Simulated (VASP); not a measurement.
```cif
data_Ga4P4
_chemical_formula_sum 'Ga4 P4'
_space_group_name_H-M_alt 'F-43m'
_space_group_IT_number 216
_space_group_name_Hall 'F -4 2 3'
_cell_length_a 5.45765
_cell_length_b 5.45765
_cell_length_c 5.45765
_cell_angle_alpha 90.000
_cell_angle_beta 90.000
_cell_angle_gamma 90.000
loop_
_atom_site_label
_atom_site_type_symbol
_atom_site_symmetry_multiplicity
_atom_site_Wyckoff_symbol
_atom_site_fract_x
_atom_site_fract_y
_atom_site_fract_z
_atom_site_occupancy
Ga1 Ga 4 a 0.00000 0.00000 0.00000 1
P1 P 4 d 0.75000 0.75000 0.75000 1
```
(The calculation used a cell of 2 atoms; values per cell refer to that cell.)

All values below come from revTPSS meta-GGA, VASP's PBE PAW potentials (set 64) (plane waves; VASP). Numerical set-up: 520 eV cut-off, 8×8×8 Γ-centred mesh, Gaussian smearing of 0.050 eV, potentials Ga_d P.

Q: Give the energy at these volumes per atom, relative to the lowest: 19.08, 19.69, 20.30, 20.91, 21.52 Å³.

A: 21.6, 5.3, 0.0, 4.2, 16.3 meV/atom. A third-order Birch-Murnaghan fit gives B0 = 82.1 GPa and B0′ = 4.5.

Measured: bulk modulus 89.6 GPa at 0 K (computed value off by -8.3 %), as given by Daniel Mejia-Rodriguez et al., Physical Review B (2018), arXiv:1807.09216 [0 K value with the zero-point phonon effect removed]; a 5.439 Å at 0 K (computed value off by +0.3 %), as given by Daniel Mejia-Rodriguez et al., Physical Review B (2018), arXiv:1807.09216 [static lattice: zero-point anharmonic expansion removed].

The compound is GaP in the zinc blende structure. It was relaxed first.
